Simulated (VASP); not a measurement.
A VASP calculation is set up with these files.

File POSCAR:
```
SnTePbSe
1.0
  2.1701962619   1.2529632709   7.1022551639
 -2.1701962619   1.2529632709   7.1022551639
  0.0000000000  -2.5059265418   7.1022551639
Sn Te Pb Se
1 1 1 1
Cart
 -0.0000000000  -0.0000000000  10.4659837881
  0.0000000000   0.0000000000   5.3288544294
 -0.0000000000  -0.0000000000   0.0294902232
  0.0000000000   0.0000000000  16.1355428089
```

**KPOINTS**
```
Automatic mesh
0
Gamma
6 6 6
0 0 0
```

### INCAR
```
! general
SYSTEM   =  SnTePbSe
PREC     =  Accurate
ENCUT    =  400
LREAL    =  .FALSE.
LASPH    =  .TRUE.

! electronic loop
EDIFF    =  1E-6
NELM     =  100
ALGO     =  Normal
LMAXMIX  =  4

! smearing
ISMEAR   =  0
SIGMA    =  0.05

! ions
IBRION   =  2
NSW      =  60
ISIF     =  3
EDIFFG   =  -0.02

! output
LWAVE    =  .FALSE.
LCHARG   =  .FALSE.
```

POTCAR, in this order: Sn_d Te Pb_d Se (LDA.64 set). Program: vasp_std.

### Question
Translate this LDA calculation to Ansatz.

### Answer
One equivalent input (not run):
Ansatz 0.2 input:
```yaml
crystal:
  lattice:
    - [2.1701963, 1.2529633, 7.1022552]
    - [-2.1701963, 1.2529633, 7.1022552]
    - [0.0000000, -2.5059265, 7.1022552]
  atoms:
    - { symbol: Sn, position: [0.4912047, 0.4912047, 0.4912047] }
    - { symbol: Te, position: [0.2501015, 0.2501015, 0.2501015] }
    - { symbol: Pb, position: [0.0013841, 0.0013841, 0.0013841] }
    - { symbol: Se, position: [0.7572967, 0.7572967, 0.7572967] }
kpoints:
  mp_grid: { grid: [6, 6, 6] }
hamiltonian:
  xc: lda
  pseudopotentials: { kind: paw }
scf:
  occupations: { method: gaussian, width: 0.05 }
  max_iter: 100
relax:
  max_steps: 60
  f_tol: 0.02
  cell: {}
output: { forces: true, stress: true, eigenvalues: true }
```
The two are equivalent in intent, not identical: each code has its own PAW files, so the cut-off isn't converted (ENCUT is set for VASP's; basis.ecutwfc is left out, and Ansatz then takes the one that its files recommend); Ansatz stops its SCF on the density residual and VASP on the energy change (EDIFF); Ansatz's lda is the Perdew-Wang form, while the LDA potentials of VASP carry Perdew-Zunger's.

The structure comes from a computed database's SnTePbSe entry (R3m); how it stands against other phases isn't given here. This run relaxes it. Symmetry was kept, so distortions that lower it aren't found. The start is the result of an earlier pass.
